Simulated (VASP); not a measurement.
OSZICAR of a VASP run on AuAl$_{2}$ (fluorite):

### OSZICAR
```
       N       E                     dE             d eps       ncg     rms          rms(c)
DAV:   1     0.629219704921E+02    0.62922E+02   -0.71683E+03   864   0.116E+03
DAV:   2    -0.111281625025E+02   -0.74050E+02   -0.68661E+02   964   0.209E+02
DAV:   3    -0.130458632542E+02   -0.19177E+01   -0.18746E+01  1068   0.327E+01
DAV:   4    -0.130620451617E+02   -0.16182E-01   -0.16181E-01   976   0.345E+00
DAV:   5    -0.130622667435E+02   -0.22158E-03   -0.22156E-03  1088   0.439E-01    0.105E+01
DAV:   6    -0.117304204513E+02    0.13318E+01   -0.65263E+00   948   0.293E+01    0.409E+00
DAV:   7    -0.116591065197E+02    0.71314E-01   -0.24837E-01   924   0.592E+00    0.203E+00
DAV:   8    -0.116256961502E+02    0.33410E-01   -0.18734E-02   988   0.117E+00    0.400E-01
DAV:   9    -0.116248320513E+02    0.86410E-03   -0.25549E-03   968   0.613E-01    0.186E-01
DAV:  10    -0.116249516006E+02   -0.11955E-03   -0.20899E-04   916   0.127E-01    0.332E-02
DAV:  11    -0.116249435172E+02    0.80834E-05   -0.52220E-06  1024   0.209E-02    0.114E-02
DAV:  12    -0.116249446545E+02   -0.11373E-05   -0.26717E-06   892   0.125E-02    0.351E-03
DAV:  13    -0.116249448357E+02   -0.18116E-06   -0.20981E-07   504   0.556E-03
   1 F= -.25598431E+01 E0= -.25600700E+01  d E =-.255984E+01
       N       E                     dE             d eps       ncg     rms          rms(c)
DAV:   1    -0.138249386410E+02   -0.22000E+01   -0.53462E+01   948   0.858E+01    0.136E+01
DAV:   2    -0.101674883909E+02    0.36575E+01   -0.15615E+01   912   0.473E+01    0.281E+00
DAV:   3    -0.101030495062E+02    0.64439E-01   -0.42769E-01   908   0.713E+00    0.133E+00
DAV:   4    -0.100701158708E+02    0.32934E-01   -0.62868E-02   908   0.150E+00    0.362E-01
DAV:   5    -0.100702237826E+02   -0.10791E-03   -0.45803E-03  1000   0.737E-01    0.225E-01
DAV:   6    -0.100705699463E+02   -0.34616E-03   -0.33970E-04   924   0.170E-01    0.805E-02
DAV:   7    -0.100706493837E+02   -0.79437E-04   -0.78460E-05   924   0.683E-02    0.102E-02
DAV:   8    -0.100706507799E+02   -0.13962E-05   -0.27405E-06   980   0.151E-02    0.272E-03
DAV:   9    -0.100706510056E+02   -0.22579E-06   -0.15429E-07   496   0.411E-03
   2 F= -.22632037E+01 E0= -.22635571E+01  d E =0.296639E+00
       N       E                     dE             d eps       ncg     rms          rms(c)
DAV:   1    -0.129418397204E+02   -0.28712E+01   -0.25760E+01   912   0.598E+01    0.960E+00
DAV:   2    -0.113361642493E+02    0.16057E+01   -0.53831E+00   900   0.286E+01    0.374E+00
DAV:   3    -0.113096426877E+02    0.26522E-01   -0.13397E-01   924   0.332E+00    0.250E+00
DAV:   4    -0.112938345552E+02    0.15808E-01   -0.35844E-02   876   0.138E+00    0.402E-01
DAV:   5    -0.112928229343E+02    0.10116E-02   -0.37100E-03   980   0.767E-01    0.107E-01
DAV:   6    -0.112927635433E+02    0.59391E-04   -0.43830E-04   924   0.185E-01    0.784E-02
DAV:   7    -0.112927725041E+02   -0.89608E-05   -0.19169E-05  1004   0.388E-02    0.132E-02
DAV:   8    -0.112927717254E+02    0.77869E-06   -0.15959E-06   716   0.101E-02
   3 F= -.26323427E+01 E0= -.26327022E+01  d E =-.724996E-01
       N       E                     dE             d eps       ncg     rms          rms(c)
DAV:   1    -0.112793353227E+02    0.13437E-01   -0.62128E-03   932   0.925E-01    0.127E-01
DAV:   2    -0.112789172625E+02    0.41806E-03   -0.15704E-03   916   0.502E-01    0.376E-02
DAV:   3    -0.112789130548E+02    0.42078E-05   -0.32479E-05   908   0.546E-02    0.224E-02
DAV:   4    -0.112789115939E+02    0.14608E-05   -0.91394E-06   888   0.188E-02    0.387E-03
DAV:   5    -0.112789116843E+02   -0.90420E-07   -0.97666E-07   452   0.125E-02
   4 F= -.26324365E+01 E0= -.26328004E+01  d E =-.725935E-01
```

Q: Which electronic solver shows in the log?

A: It is blocked Davidson (ALGO = Normal, or the opening steps of other solvers). The INCAR had ALGO = Normal.

Q: Can the final energy be trusted as converged?

A: The calculation finished and met its thresholds. It stopped with EDIFF = 1E-6, NELM = 100, NSW = 40 and EDIFFG = -0.02 after 4 ionic steps (PBE GGA, plane waves, VASP's PBE PAW potentials (set 64)). Energy and stress use the plane-wave basis of the starting cell.

The compound is AuAl2 in the fluorite structure. This run relaxes it under an external pressure of 30 GPa. Symmetry was kept, so distortions that lower it aren't found. The electron count is odd and the run is not spin-polarised, which forces a metal.
